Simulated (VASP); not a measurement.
# A VASP study of MnFe4SiB2 (rev-vdW-DF2): structure first, properties next, part 6 of 6

What structure does MnFe4SiB2 take at this level, and what are its properties? The start is a computed cell from the Materials Project.

VASP 6.6.1; rev-vdW-DF2, spin-polarised from a ferromagnetic start; plane waves and PAW (Mn_pv, Fe, Si, B).

Still holding for the runs below: The magnetic state follows from one typed start and may not be the lowest.

So far. Step 5 (Band structure (rev-vdW-DF2)): There is no gap at this level. Step 5 (Band structure (rev-vdW-DF2)): Spin up: of the bands kept, 3 cross the Fermi level on this path. Spin down: of the bands kept, 4 cross the Fermi level on this path. The relaxed cell has a = 5.498, c = 10.172 Å (conventional setting).

## (6) Total and projected DOS (rev-vdW-DF2)

A density of states needs more k-points than a total energy; ISMEAR = -5 takes tetrahedra, and LORBIT projects the states on the PAW spheres. The mesh is finer than in the run before.

INCAR

```
SYSTEM = MnFe4SiB2
PREC = Accurate
ENCUT = 420
EDIFF = 1E-06
NELM = 100
ISMEAR = -5
SIGMA = 0.2
LREAL = .FALSE.
ALGO = Normal
GGA = MK
AGGAC = 0
LUSE_VDW = .TRUE.
PARAM1 = 0.1234
PARAM2 = 0.711357
ZAB_VDW = -1.8867
LASPH = .TRUE.
NBANDS = 108
ISPIN = 2
MAGMOM = 1.998 1.998 1.511 1.511 1.511 1.511 1.511 1.511 1.511 1.511 -0.073 -0.073 -0.103 -0.103 -0.103 -0.103
LMAXMIX = 4
LORBIT = 11
LWAVE = .FALSE.
LCHARG = .FALSE.
KPAR = 8
NEDOS = 2001
```

POSCAR

```
MnFe4SiB2
1.0
   -2.7489862493      2.7489862493      5.0858436328
    2.7489862493     -2.7489862493      5.0858436328
    2.7489862493      2.7489862493     -5.0858436328
Mn Fe Si B
2 8 2 4
Direct
    0.5000000000      0.5000000000      0.0000000000
    0.0000000000      0.0000000000      0.0000000000
    0.5318582523      0.0318582523      0.8357585666
    0.1960996857      0.6960996857      0.1642414334
    0.0318582523      0.1960996857      0.5000000000
    0.6960996857      0.5318582523      0.5000000000
    0.4681417477      0.9681417477      0.1642414334
    0.8039003143      0.3039003143      0.8357585666
    0.9681417477      0.8039003143      0.5000000000
    0.3039003143      0.4681417477      0.5000000000
    0.2500000000      0.2500000000      0.0000000000
    0.7500000000      0.7500000000      0.0000000000
    0.8798784748      0.3798784748      0.2597569497
    0.1201215252      0.6201215252      0.7402430503
    0.3798784748      0.1201215252      0.5000000000
    0.6201215252      0.8798784748      0.5000000000
```

KPOINTS

```
Automatic mesh
0
Gamma
9 9 9
0 0 0
```

The projector-augmented-wave data sets are Mn_pv, Fe, Si and B (PBE family, release 64).

Launch:

```
$ mpirun -np 8 vasp_std
```

Log:

```text
[... set-up lines as in an earlier step ...]
 entering main loop
       N       E                     dE             d eps       ncg     rms          rms(c)
DAV:   1     0.103703209757E+04    0.10370E+04   -0.37074E+04 33912   0.107E+03
DAV:   2     0.467708306775E+01   -0.10324E+04   -0.93315E+03 32400   0.313E+02
DAV:   3    -0.119494844885E+03   -0.12417E+03   -0.10590E+03 33576   0.125E+02
DAV:   4    -0.125528667510E+03   -0.60338E+01   -0.58969E+01 38144   0.305E+01
DAV:   5    -0.125641478335E+03   -0.11281E+00   -0.11267E+00 38192   0.391E+00    0.535E+01
DAV:   6    -0.124799534377E+03    0.84194E+00   -0.10599E+02 42704   0.997E+01    0.592E+01
DAV:   7    -0.138821235696E+03   -0.14022E+02   -0.10267E+02 41172   0.882E+01    0.751E+01
DAV:   8    -0.102088706104E+03    0.36733E+02   -0.25595E+01 36580   0.496E+01    0.204E+01
DAV:   9    -0.100858315074E+03    0.12304E+01   -0.73187E+00 45424   0.149E+01    0.809E+00
DAV:  10    -0.100794005552E+03    0.64310E-01   -0.12165E+00 35060   0.696E+00    0.651E+00
DAV:  11    -0.100911850407E+03   -0.11784E+00   -0.12359E-01 39248   0.178E+00    0.589E+00
DAV:  12    -0.100990819148E+03   -0.78969E-01   -0.24577E-02 44524   0.109E+00    0.508E+00
DAV:  13    -0.101162581222E+03   -0.17176E+00   -0.20042E-01 43080   0.408E+00    0.212E+00
DAV:  14    -0.101166815517E+03   -0.42343E-02   -0.72276E-02 46424   0.138E+00    0.124E+00
DAV:  15    -0.101169806070E+03   -0.29906E-02   -0.90012E-03 37004   0.517E-01    0.833E-01
DAV:  16    -0.101168851667E+03    0.95440E-03   -0.13251E-03 44472   0.252E-01    0.548E-01
DAV:  17    -0.101168231825E+03    0.61984E-03   -0.57831E-04 46380   0.160E-01    0.309E-01
DAV:  18    -0.101168124459E+03    0.10737E-03   -0.18973E-04 44864   0.818E-02    0.186E-01
DAV:  19    -0.101167997852E+03    0.12661E-03   -0.43486E-05 45860   0.541E-02    0.100E-01
DAV:  20    -0.101168037750E+03   -0.39898E-04   -0.23524E-05 42032   0.305E-02    0.474E-02
DAV:  21    -0.101168051286E+03   -0.13535E-04   -0.68068E-06 34772   0.145E-02    0.209E-02
DAV:  22    -0.101168046693E+03    0.45923E-05   -0.19333E-06 26632   0.802E-03    0.109E-02
DAV:  23    -0.101168051069E+03   -0.43759E-05   -0.39821E-07 17852   0.453E-03    0.369E-03
DAV:  24    -0.101168053403E+03   -0.23334E-05   -0.22291E-07 17764   0.264E-03    0.170E-03
DAV:  25    -0.101168054547E+03   -0.11444E-05   -0.86726E-08 17712   0.178E-03    0.885E-04
DAV:  26    -0.101168053782E+03    0.76554E-06   -0.12202E-08 17688   0.831E-04
   1 F= -.10116805E+03 E0= -.10116805E+03  d E =0.000000E+00  mag=    15.3911
 -----------------------------------------------------------------------------
|                                                                             |
|           W    W    AA    RRRRR   N    N  II  N    N   GGGG   !!!           |
|           W    W   A  A   R    R  NN   N  II  NN   N  G    G  !!!           |
|           W    W  A    A  R    R  N N  N  II  N N  N  G       !!!           |
|           W WW W  AAAAAA  RRRRR   N  N N  II  N  N N  G  GGG   !            |
|           WW  WW  A    A  R   R   N   NN  II  N   NN  G    G                |
|           W    W  A    A  R    R  N    N  II  N    N   GGGG   !!!           |
|                                                                             |
|     Tetrahedron method does not include variations of the Fermi             |
|     occupations, so forces and stress will be inaccurate. We suggest        |
|     using a different smearing scheme ISMEAR = 1 or 2 for metals in         |
|     relaxations.                                                            |
|                                                                             |
 -----------------------------------------------------------------------------
```

Wall time 9.8 min (8 MPI ranks of Intel Xeon 6975P-C (Granite Rapids), shared host); peak memory 15 GiB; 78 min of CPU time.

Parts of OUTCAR (step 6):

```text
   k-points           NKPTS =     75   k-points in BZ     NKDIM =     75   number of bands    NBANDS=    108

   NELECT =     110.0000    total number of electrons

 E-fermi :   8.3619

 spin component 1
 k-point     1 :       0.0000    0.0000    0.0000
  band No.  band energies     occupation
    ...
     60       7.9365      1.00000
     61       7.9573      1.00000
     62       7.9772      1.00000
     63       8.0140      1.00000
     64       8.0484      1.00000
     65       8.3973      0.00000
     66       8.9579      0.00000
     67       8.9579      0.00000
     68       9.2087      0.00000
     69       9.2087      0.00000
    ...

 k-point     2 :       0.1111   -0.0000    0.0000
  band No.  band energies     occupation
    ...
     60       7.8682      1.00000
     61       8.0315      1.00000
     62       8.0868      1.00000
     63       8.0960      1.00000
     64       8.1631      1.07531
     65       8.4942      0.00000
     66       8.7935      0.00000
     67       8.8669      0.00000
     68       9.2328      0.00000
     69       9.3445      0.00000
    ...

Total vdW correction in eV:     14.7984848

  Total       -0.0910996     -0.0910996     -0.2734064      0.0000000     -0.0000000      0.0000000
  in kB       -0.9494213     -0.9494213     -2.8493853      0.0000000     -0.0000000      0.0000000
  external PRESSURE =      -1.5827426 kB  Pullay stress =       0.0000000 kB

 POSITION                                       TOTAL-FORCE (eV/Angst)
 -----------------------------------------------------------------------------------
      0.00000      0.00000      5.08584        -0.000000      0.000000     -0.000000
      0.00000      0.00000      0.00000        -0.000000      0.000000     -0.000000
      0.92300      3.67198     -1.38356        -0.002267     -0.002267      0.010185
      1.82599     -0.92300      3.70228         0.002267      0.002267      0.010185
      1.82599      0.92300     -1.38356         0.002267     -0.002267      0.010185
      0.92300      1.82599      3.70228        -0.002267      0.002267      0.010185
      1.82599     -0.92300      6.46941         0.002267      0.002267     -0.010185
      0.92300      3.67198      1.38356        -0.002267     -0.002267     -0.010185
      0.92300      1.82599      6.46941        -0.002267      0.002267     -0.010185
      1.82599      0.92300      1.38356         0.002267     -0.002267     -0.010185
      0.00000      0.00000      2.54292         0.000000     -0.000000     -0.000000
      0.00000      0.00000      7.62877        -0.000000     -0.000000     -0.000000
     -0.66042      2.08856      5.08584        -0.005821     -0.005821      0.000000
      3.40941      0.66042      0.00000         0.005821      0.005821     -0.000000
      0.66042      2.08856      0.00000         0.005821     -0.005821     -0.000000
      2.08856      0.66042      5.08584        -0.005821      0.005821     -0.000000
 -----------------------------------------------------------------------------------
    total drift:                                0.000000      0.000000      0.000000

  FREE ENERGIE OF THE ION-ELECTRON SYSTEM (eV)
  ---------------------------------------------------
  free  energy   TOTEN  =      -101.1680537816 eV

  energy  without entropy=     -101.1680537816  energy(sigma->0) =     -101.16805378

Total vdW correction in eV:     14.7984848

 magnetization (x)
# of ion       s       p       d       tot
------------------------------------------
    1        0.001  -0.000   2.001   2.003
    2        0.001  -0.000   2.001   2.003
    3        0.001  -0.013   1.513   1.501
    4        0.001  -0.013   1.513   1.501
    5        0.001  -0.013   1.513   1.501
    6        0.001  -0.013   1.513   1.501
    7        0.001  -0.013   1.513   1.501
    8        0.001  -0.013   1.513   1.501
    9        0.001  -0.013   1.513   1.501
   10        0.001  -0.013   1.513   1.501
   11       -0.011  -0.062   0.000  -0.074
   12       -0.011  -0.062   0.000  -0.074
   13       -0.019  -0.084   0.000  -0.103
   14       -0.019  -0.084   0.000  -0.103
   15       -0.019  -0.084   0.000  -0.103
   16       -0.019  -0.084   0.000  -0.103
--------------------------------------------------
tot         -0.088  -0.565  16.108  15.454

[... 7 parts as in an earlier step ...]

[... 14 further parts left out ...]
```

With tetrahedra the forces and stress of a metal are not exact derivatives of the energy.

Numbers from this step:

```yaml
scf_cycles: 26
irreducible_k_points: 75
free_energy_toten: -101.1681 eV
fermi_energy: 8.362 eV
pressure: -0.1583 GPa
moment_of_the_cell_from_the_last_line_of_the_log: 15.39 μB
dos_at_the_fermi_level: 14.35 states/eV/cell
```

The density of states has structure finer than the step of the table below, so its rows give means over 0.5 eV, whole bins alone (the curve runs from -12.0 to 2.41 eV). Peaks (eV: height): total up -3.94: 14.3, -3.28: 18.4, -2.84: 13.5, -1.31: 20.6; total down -2.04: 15.1, 0.22: 13.9, 0.81: 14.1, 1.10: 13.5; Fe d up -3.94: 7.60, -3.28: 11.1, -2.84: 9.30, -1.31: 17.2; Fe d down -1.89: 9.81, 0.22: 12.0, 0.81: 9.89, 1.10: 8.42; Mn d up -3.21: 3.77, -1.31: 2.10, -1.02: 4.11, -0.51: 3.12.

States under -12.0 eV and over 2.4 eV are left out. Table of density of states by energy, zero at the Fermi level; means over each step; 7 of 19 lines; values in states/eV/cell:

| energy (eV) | total up | total down | Fe d up | Fe d down | Mn d up | Mn d down | B p up |
| --- | --- | --- | --- | --- | --- | --- | --- |
| -11.5 | 0.737 | 0.730 | 0.0134 | 0.0119 | 0.00183 | 0.00147 | 0.0129 |
| -11.0 | 0.894 | 0.902 | 0.0301 | 0.0271 | 0.00313 | 0.00250 | 0.0253 |
| -10.5 | 1.40 | 1.39 | 0.0879 | 0.0758 | 0.0123 | 0.00904 | 0.0596 |
| -10.0 | 1.09 | 1.06 | 0.0867 | 0.0748 | 0.0238 | 0.0182 | 0.0477 |
| -9.5 | 1.92 | 1.76 | 0.146 | 0.108 | 0.0295 | 0.0177 | 0.0458 |
| -9.0 | 1.48 | 1.68 | 0.153 | 0.142 | 0.0395 | 0.0309 | 0.0312 |
| -8.5 | 0.236 | 0.168 | 0.0272 | 0.0165 | 0.00660 | 0.00179 | 0.00995 |
| -8.0 | 1.21 | 0.575 | 0.219 | 0.0672 | 0.0764 | 0.0192 | 0.0675 |
| -7.5 | 2.62 | 2.75 | 0.542 | 0.464 | 0.144 | 0.115 | 0.128 |
| -7.0 | 0.800 | 0.643 | 0.162 | 0.118 | 0.0345 | 0.0246 | 0.0980 |
| -6.5 | 2.27 | 1.89 | 0.460 | 0.297 | 0.144 | 0.0620 | 0.254 |
| -6.0 | 3.29 | 1.78 | 0.799 | 0.301 | 0.350 | 0.0918 | 0.405 |
| -5.5 | 3.19 | 3.23 | 0.973 | 0.651 | 0.369 | 0.240 | 0.367 |
| -5.0 | 3.88 | 2.41 | 1.43 | 0.624 | 0.555 | 0.177 | 0.367 |
| -4.5 | 4.98 | 2.94 | 2.13 | 0.853 | 0.564 | 0.247 | 0.528 |
| -4.0 | 10.4 | 4.76 | 5.38 | 1.57 | 0.797 | 0.428 | 0.919 |
| -3.5 | 10.5 | 7.88 | 6.39 | 3.15 | 1.29 | 0.536 | 0.371 |
| -3.0 | 12.9 | 7.20 | 8.33 | 3.54 | 1.95 | 0.367 | 0.189 |
| -2.5 | 6.69 | 3.88 | 4.84 | 2.31 | 0.577 | 0.415 | 0.0958 |
| -2.0 | 5.07 | 13.8 | 4.14 | 8.77 | 0.441 | 2.15 | 0.0609 |
| -1.5 | 13.2 | 7.64 | 10.8 | 5.48 | 1.39 | 0.737 | 0.106 |
| -1.0 | 13.5 | 3.55 | 9.91 | 2.92 | 2.82 | 0.182 | 0.0793 |
| -0.5 | 7.82 | 5.62 | 5.04 | 4.80 | 2.06 | 0.297 | 0.0759 |
| 0.0 | 5.51 | 9.51 | 3.15 | 7.99 | 1.42 | 0.756 | 0.132 |
| 0.5 | 3.88 | 8.96 | 2.03 | 6.79 | 0.754 | 1.52 | 0.234 |
| 1.0 | 3.61 | 12.1 | 1.71 | 7.98 | 0.657 | 3.23 | 0.327 |
| 1.5 | 2.29 | 8.25 | 1.05 | 5.00 | 0.266 | 2.12 | 0.258 |
| 2.0 | 2.17 | 4.85 | 1.03 | 2.64 | 0.157 | 1.05 | 0.250 |

The finer mesh and the other smearing move the Fermi level by +0.00 eV from the 6×6×6 run, a small shift, which tests the Fermi level alone. Of the states within 0.3 eV of the Fermi level, the largest shares in the PAW spheres are Fe d 75 % and Mn d 14 %. The rest lies in smaller channels or between the spheres.

## (7) Results

```yaml
relaxed_volume: 9.608 Å³/atom
relaxed_conventional_cell_a_b_c: 5.498, 5.498, 10.172 Å
space_group_after_relaxing_within_0p02_a: I4/mcm (No. 140)
moment_of_the_cell_9x9x9_mesh: 15.4 μB
largest_site_moment_9x9x9_mesh: 2.00 μB on Mn1
band_gap: none, a metal
dos_at_the_fermi_level: 14.3 states/eV/cell
```

In words: With rev-vdW-DF2, MnFe4SiB2 relaxes to 9.608 Å³/atom in space group I4/mcm, comes out as a metal and keeps moments of up to 2.00 μB (9×9×9 mesh). Band structure (rev-vdW-DF2), spin up: Of the bands kept, 3 cross the Fermi level on this path. Band structure (rev-vdW-DF2), spin down: Of the bands kept, 4 cross the Fermi level on this path. Only the typed magnetic starts were tried, so the magnetic ground state may differ and with it the other results. No search among competing phases was made, and a listed structure need not be the one stable at ambient conditions. All values are for a static lattice at zero temperature.

[Lines on the potential files, build, host, timing and source positions are cut from VASP's logs without a mark.]

[Logs are printed without paths, hosts, clocks, repeated set-up lines and the standing remarks that a program may print on its own settings, such as how far it seeks lower states.]

[Hosts, paths, dates, database ids (printed as entryN), source tags and the programs' standing remarks are cut or masked in the printed files.]

[A measured line is paired with the nearest computed mode of its activity, which favours agreement.]

[In band tables of VASP the shares of atoms and orbitals are scaled to a sum of 1 inside the atoms' spheres.]
